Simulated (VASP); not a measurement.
Output of a VASP run:

OUTCAR:
```
 ion  position               nearest neighbor table
   1  0.000  0.000  0.000-
  LATTYP: Found a body centered cubic cell.
 ALAT       =     3.1600000000
 Subroutine PRICEL returns:
 Original cell was already a primitive cell.
 Subroutine GETGRP returns: Found 48 space group operations
The static configuration has the point symmetry O_h .
The dynamic configuration has the point symmetry O_h .
 Subroutine INISYM returns: Found 48 space group operations
 Subroutine IBZKPT returns following result:
 Found    120 irreducible k-points:

 Following reciprocal coordinates:
            Coordinates               Weight
  0.000000  0.000000  0.000000      1.000000
  0.066667  0.000000  0.000000     12.000000
  0.133333  0.000000  0.000000     12.000000
  0.200000  0.000000  0.000000     12.000000
  0.266667  0.000000  0.000000     12.000000
  0.333333  0.000000  0.000000     12.000000
  0.400000  0.000000  0.000000     12.000000
  0.466667  0.000000  0.000000     12.000000
  0.066667  0.066667  0.000000     24.000000
  0.133333  0.066667 -0.000000     48.000000
  0.200000  0.066667  0.000000     48.000000
  0.266667  0.066667  0.000000     48.000000
  0.333333  0.066667  0.000000     48.000000
  0.400000  0.066667  0.000000     48.000000
  0.466667  0.066667  0.000000     24.000000
  0.133333  0.133333  0.000000     24.000000
  0.200000  0.133333  0.000000     48.000000
  0.266667  0.133333 -0.000000     48.000000
  0.333333  0.133333  0.000000     48.000000
  0.400000  0.133333  0.000000     48.000000
  0.200000  0.200000  0.000000     24.000000
  0.266667  0.200000 -0.000000     48.000000
  0.333333  0.200000  0.000000     48.000000
  0.400000  0.200000  0.000000     24.000000
  0.266667  0.266667  0.000000     24.000000
  0.333333  0.266667 -0.000000     48.000000
  0.333333  0.333333  0.000000      8.000000
  0.066667  0.066667  0.066667      8.000000
  0.133333  0.066667  0.066667     24.000000
  0.200000  0.066667  0.066667     24.000000
  0.266667  0.066667  0.066667     24.000000
  0.333333  0.066667  0.066667     24.000000
  0.400000  0.066667  0.066667     24.000000
 -0.066667  0.066667  0.066667      6.000000
  0.133333  0.133333  0.066667     24.000000
  0.200000  0.133333  0.066667     48.000000
  0.266667  0.133333  0.066667     48.000000
  0.333333  0.133333  0.066667     48.000000
  0.400000  0.133333  0.066667     24.000000
 -0.133333  0.133333  0.066667     24.000000
   k-points           NKPTS =    120   k-points in BZ     NKDIM =    120   number of bands    NBANDS=     11
   number of dos      NEDOS =    301   number of ions     NIONS =      1
   total plane-waves  NPLWV =   8000
   dimension x,y,z NGX =    20 NGY =   20 NGZ =   20
   dimension x,y,z NGXF=    40 NGYF=   40 NGZF=   40
   ions per type =               1
   PREC   = accura    normal or accurate (medium, high low for compatibility)
   ISTART =      0    job   : 0-new  1-cont  2-samecut
   ICHARG =      2    charge: 1-file 2-atom 10-const
   ISPIN  =      1    spin polarized calculation?
   LNONCOLLINEAR =      F non collinear calculations
   LSORBIT =      F    spin-orbit coupling
   INIWAV =      1    electr: 0-lowe 1-rand  2-diag
   ENCUT  =  520.0 eV  38.22 Ry    6.18 a.u.   5.09  5.09  5.09*2*pi/ulx,y,z
   NELM   =    100;   NELMIN=  2; NELMDL= -5     # of ELM steps
   EDIFF  = 0.1E-05   stopping-criterion for ELM
   LREAL  =      F    real-space projection
   NLSPLINE    = F    spline interpolate recip. space projectors
   LMAXMIX     =    6 max onsite mixed and CHGCAR
   VOSKOWN=      0    Vosko Wilk Nusair interpolation
   EDIFFG = -.1E-01   stopping-criterion for IOM
   NSW    =     60    number of steps for IOM
   NBLOCK =      1;   KBLOCK =     60    inner block; outer block
   IBRION =      2    ionic relax: 0-MD 1-quasi-New 2-CG
   NFREE  =      1    steps in history (QN), initial steepest desc. (CG)
...
```

File OSZICAR:
```
       N       E                     dE             d eps       ncg     rms          rms(c)
DAV:   1     0.793425978263E+02    0.79343E+02   -0.78576E+03  2648   0.145E+03
DAV:   2    -0.933180590787E+01   -0.88674E+02   -0.85432E+02  2829   0.330E+02
DAV:   3    -0.109259010943E+02   -0.15941E+01   -0.15696E+01  2995   0.437E+01
DAV:   4    -0.109352986850E+02   -0.93976E-02   -0.94007E-02  2855   0.348E+00
DAV:   5    -0.109353643018E+02   -0.65617E-04   -0.65617E-04  2970   0.311E-01    0.211E+01
DAV:   6    -0.104620398636E+02    0.47332E+00   -0.54351E-01  2811   0.978E+00    0.851E+00
DAV:   7    -0.103368849653E+02    0.12515E+00   -0.28394E-01  2918   0.662E+00    0.585E-01
DAV:   8    -0.103323918634E+02    0.44931E-02   -0.37306E-03  2727   0.892E-01    0.150E-01
DAV:   9    -0.103324281779E+02   -0.36314E-04   -0.42409E-05  2966   0.863E-02    0.709E-02
DAV:  10    -0.103324252512E+02    0.29267E-05   -0.12544E-05  2850   0.549E-02    0.117E-02
DAV:  11    -0.103324256038E+02   -0.35256E-06   -0.13156E-07  1574   0.492E-03
   1 F= -.10332426E+02 E0= -.10332604E+02  d E =-.103324E+02
       N       E                     dE             d eps       ncg     rms          rms(c)
DAV:   1    -0.107094306813E+02   -0.37701E+00   -0.94529E+00  2712   0.495E+01    0.742E+00
DAV:   2    -0.103569652599E+02    0.35247E+00   -0.57254E-01  2691   0.992E+00    0.175E+00
DAV:   3    -0.103064666096E+02    0.50499E-01   -0.14391E-01  2759   0.494E+00    0.120E+00
DAV:   4    -0.103070837357E+02   -0.61713E-03   -0.42686E-03  2732   0.865E-01    0.121E-01
DAV:   5    -0.103071128329E+02   -0.29097E-04   -0.39947E-05  2862   0.806E-02    0.104E-02
DAV:   6    -0.103071136948E+02   -0.86188E-06   -0.67805E-07  1852   0.129E-02
   2 F= -.10307114E+02 E0= -.10307284E+02  d E =0.253119E-01
       N       E                     dE             d eps       ncg     rms          rms(c)
DAV:   1    -0.105727085916E+02   -0.26560E+00   -0.54739E+00  2706   0.364E+01    0.646E+00
DAV:   2    -0.103710249567E+02    0.20168E+00   -0.29274E-01  2685   0.756E+00    0.140E+00
DAV:   3    -0.103344961823E+02    0.36529E-01   -0.98228E-02  2753   0.420E+00    0.122E+00
DAV:   4    -0.103346963498E+02   -0.20017E-03   -0.23339E-03  2723   0.651E-01    0.730E-02
DAV:   5    -0.103346528507E+02    0.43499E-04   -0.22886E-04  2841   0.198E-01    0.822E-03
DAV:   6    -0.103346513038E+02    0.15470E-05   -0.29174E-06  2672   0.252E-02    0.409E-03
DAV:   7    -0.103346513518E+02   -0.48054E-07   -0.18751E-07  1472   0.637E-03
   3 F= -.10334651E+02 E0= -.10334824E+02  d E =-.222575E-02
```

### OUTCAR
```
------------------------ aborting loop because EDIFF is reached ----------------------------------------
  FORCE on cell =-STRESS in cart. coord.  units (eV):
  Direction    XX          YY          ZZ          XY          YZ          ZX
  --------------------------------------------------------------------------------------
  Total       -0.0059969     -0.0059969     -0.0059969     -0.0000000      0.0000000      0.0000000
  in kB       -0.6016670     -0.6016670     -0.6016670     -0.0000000      0.0000000      0.0000000
  external PRESSURE =      -0.6016670 kB  Pullay stress =       0.0000000 kB
  volume of cell :       15.97
      direct lattice vectors                 reciprocal lattice vectors
    -1.586377401  1.586377401  1.586377401     0.000000000  0.315183512  0.315183512
     1.586377401 -1.586377401  1.586377401     0.315183512  0.000000000  0.315183512
     1.586377401  1.586377401 -1.586377401     0.315183512  0.315183512  0.000000000
 POSITION                                       TOTAL-FORCE (eV/Angst)
 -----------------------------------------------------------------------------------
      0.00000      0.00000     -0.00000        -0.000000      0.000000     -0.000000
 -----------------------------------------------------------------------------------
    total drift:                                0.000000     -0.000000      0.000000
  FREE ENERGIE OF THE ION-ELECTRON SYSTEM (eV)
  ---------------------------------------------------
  free  energy   TOTEN  =       -10.3346513518 eV

  energy  without entropy=      -10.3351682796  energy(sigma->0) =      -10.33482366

 reached required accuracy - stopping structural energy minimisation
```
(Selected blocks of OUTCAR.)

### POSCAR
```
W
1
   -1.5800000000     1.5800000000     1.5800000000
    1.5800000000    -1.5800000000     1.5800000000
    1.5800000000     1.5800000000    -1.5800000000
W
1
Direct
  0.0000000000   0.0000000000   0.0000000000
```

Problem. Write an INCAR and KPOINTS that could have produced this output.

Solution. This is not unique; one that fits is the input of the run itself, rev-vdW-DF2, plane waves, VASP's PBE PAW potentials (set 64).

File KPOINTS:
```
Automatic
0
G
 15 15 15
0 0 0
```

### INCAR
```
AGGAC = 0.0
ALGO = Normal
EDIFF = 1E-6
EDIFFG = -0.01
ENCUT = 520
GGA = MK
IBRION = 2
ISIF = 3
ISMEAR = 1
LASPH = T
LCHARG = F
LMAXMIX = 6
LREAL = F
LUSE_VDW = T
LWAVE = F
NELM = 100
NSW = 60
PARAM1 = 0.1234568
PARAM2 = 0.7114
PREC = Accurate
SIGMA = 0.1
SYSTEM = W
ZAB_VDW = -1.8867
```

POTCAR, in this order: W_sv (PBE.64 set). Program: vasp_std.

The compound is W in the bcc structure. This run relaxes it. Symmetry was kept, so distortions that lower it aren't found.
